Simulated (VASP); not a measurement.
Calculation: PBEsol GGA, VASP's PBE PAW potentials (set 64) (plane waves; VASP 6.6.1).

Input for VASP

**INCAR**
```
LWAVE=F
SIGMA=0.1   ! width (eV)
LREAL=F   ! projection in real space or not
LCHARG=F
GGA=PS   ! PBEsol
LMAXMIX=4   ! l cut-off of mixed one-centre charges
EDIFF=1E-7   ! SCF stop (eV)
PREC=Accurate
ENCUT=480
ISIF=2   ! forces and stress, cell fixed
ALGO=Normal
NELM=100   ! most electronic steps
ISMEAR=1   ! Methfessel-Paxton
SYSTEM=V
LASPH=T   ! aspherical one-centre terms
```

### POSCAR
```
V
1
   -1.4758648788     1.5053821764     1.4758648788
    1.4758648788    -1.5053821764     1.4758648788
    1.4758648788     1.5053821764    -1.4758648788
V
1
Direct
  0.0000000000   0.0000000000   0.0000000000
```

### KPOINTS
```
Automatic mesh
0
Gamma
16 16 16
0 0 0
```

POTCAR, in this order: V_sv (PBE.64 set). Program: vasp_std.

### Question
What does the run give for the energy per atom (σ→0), pressure, band gap (on the k-mesh)?

### Answer

The energy per atom (σ→0) comes out as -9.629 eV/atom and the band gap (on the k-mesh) comes out as none (metal, semimetal or under 0.01 eV). The pressure comes out as -2.50 GPa.

OSZICAR:
```
...
DAV:   6    -0.966141340724E+01    0.14980E+01   -0.59062E+00  7012   0.366E+01    0.196E+00
DAV:   7    -0.963841630054E+01    0.22997E-01   -0.25550E-02  7052   0.220E+00    0.995E-01
DAV:   8    -0.962865398380E+01    0.97623E-02   -0.73885E-03  7036   0.153E+00    0.944E-02
DAV:   9    -0.962868446395E+01   -0.30480E-04   -0.10703E-04  7038   0.170E-01    0.338E-02
DAV:  10    -0.962869234834E+01   -0.78844E-05   -0.75372E-06  7030   0.351E-02    0.142E-03
DAV:  11    -0.962869246821E+01   -0.11987E-06   -0.74783E-08  3838   0.491E-03    0.107E-03
DAV:  12    -0.962869243355E+01    0.34656E-07   -0.14082E-08  3504   0.226E-03
   1 F= -.96286924E+01 E0= -.96285434E+01  d E =-.447206E-03
```

The compound is V in the bcc structure. This cell was strained or had an atom moved on purpose. The run is not spin-polarised, so no magnetic state was tried.
